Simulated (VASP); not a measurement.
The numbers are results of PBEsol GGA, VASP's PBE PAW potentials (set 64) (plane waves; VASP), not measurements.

The input files of a VASP run:

POSCAR:
```
MgI2
1
    2.0642392570    -3.5753668530     0.0000000000
    2.0642392570     3.5753668530    -0.0000000000
   -0.0000000000    -0.0000000000     7.0166045009
Mg I
1 2
Direct
  0.0000000000   0.0000000000   0.0000000000
  0.3333330000   0.6666670000   0.2378265045
  0.6666670000   0.3333330000   0.7621734955
```

### INCAR
```
ALGO = Normal
EDIFF = 1E-7
ENCUT = 400
GGA = PS
ISIF = 2
ISMEAR = -5
LASPH = .TRUE.
LCHARG = .TRUE.
LMAXMIX = 4
LORBIT = 11
LREAL = .FALSE.
LWAVE = .FALSE.
NEDOS = 601
NELM = 100
PREC = Accurate
SYSTEM = MgI2
```

**KPOINTS**
```
Regular mesh
0
gamma
 8 8 4
0 0 0
```

POTCAR, in this order: Mg I (PBE.64 set). Program: vasp_std.

What VASP printed:

### OSZICAR
```
       N       E                     dE             d eps       ncg     rms          rms(c)
DAV:   1     0.731067529106E+02    0.73107E+02   -0.50795E+03   840   0.844E+02
DAV:   2    -0.313593150486E+01   -0.76243E+02   -0.71475E+02  1220   0.144E+02
DAV:   3    -0.847552266248E+01   -0.53396E+01   -0.53142E+01  1048   0.456E+01
DAV:   4    -0.857509681422E+01   -0.99574E-01   -0.99538E-01  1128   0.782E+00
DAV:   5    -0.857678988531E+01   -0.16931E-02   -0.16930E-02  1064   0.100E+00    0.405E+00
DAV:   6    -0.845461921903E+01    0.12217E+00   -0.13281E-01   896   0.197E+00    0.269E+00
DAV:   7    -0.842554335931E+01    0.29076E-01   -0.12378E-01   952   0.192E+00    0.620E-01
DAV:   8    -0.842328857862E+01    0.22548E-02   -0.93602E-03   944   0.580E-01    0.227E-01
DAV:   9    -0.842327863474E+01    0.99439E-05   -0.69708E-04  1032   0.189E-01    0.898E-02
DAV:  10    -0.842327066241E+01    0.79723E-05   -0.29499E-05  1032   0.440E-02    0.377E-02
DAV:  11    -0.842327350106E+01   -0.28387E-05   -0.83331E-06   984   0.197E-02    0.287E-02
DAV:  12    -0.842327349438E+01    0.66813E-08   -0.97065E-07  1060   0.562E-03
   1 F= -.84232735E+01 E0= -.84232735E+01  d E =0.000000E+00
```

OUTCAR:
```
------------------------ aborting loop because EDIFF is reached ----------------------------------------
  FORCE on cell =-STRESS in cart. coord.  units (eV):
  Direction    XX          YY          ZZ          XY          YZ          ZX
  --------------------------------------------------------------------------------------
  Total       -0.0049391     -0.0049391     -0.0017274      0.0000000      0.0000000      0.0000000
  in kB       -0.0764052     -0.0764052     -0.0267216      0.0000000      0.0000000      0.0000000
  external PRESSURE =      -0.0598440 kB  Pullay stress =       0.0000000 kB
  volume of cell :      103.57
      direct lattice vectors                 reciprocal lattice vectors
     2.064239257 -3.575366853  0.000000000     0.242219984 -0.139845789  0.000000000
     2.064239257  3.575366853  0.000000000     0.242219984  0.139845789  0.000000000
     0.000000000  0.000000000  7.016604501     0.000000000  0.000000000  0.142519077
 POSITION                                       TOTAL-FORCE (eV/Angst)
 -----------------------------------------------------------------------------------
      0.00000      0.00000      0.00000        -0.000000      0.000000      0.000000
      2.06424      1.19179      1.66873         0.000000     -0.000000     -0.001488
      2.06424     -1.19179      5.34787        -0.000000      0.000000      0.001488
 -----------------------------------------------------------------------------------
    total drift:                               -0.000000     -0.000000      0.000000
  FREE ENERGIE OF THE ION-ELECTRON SYSTEM (eV)
  ---------------------------------------------------
  free  energy   TOTEN  =        -8.4232734944 eV

  energy  without entropy=       -8.4232734944  energy(sigma->0) =       -8.42327349

 total charge

# of ion       s       p       d       tot
------------------------------------------
    1        0.140   0.115   0.029   0.283
    2        1.505   2.812   0.013   4.330
    3        1.505   2.812   0.013   4.330
--------------------------------------------------
tot          3.149   5.738   0.055   8.942
```
(Selected blocks of OUTCAR.)

Without a dispersion term in the relaxation, distances and binding between the weakly bound layers, chains or molecules are unreliable, and so is what depends on them.

The compound is MgI2 in the 1T layered structure. It was relaxed first.
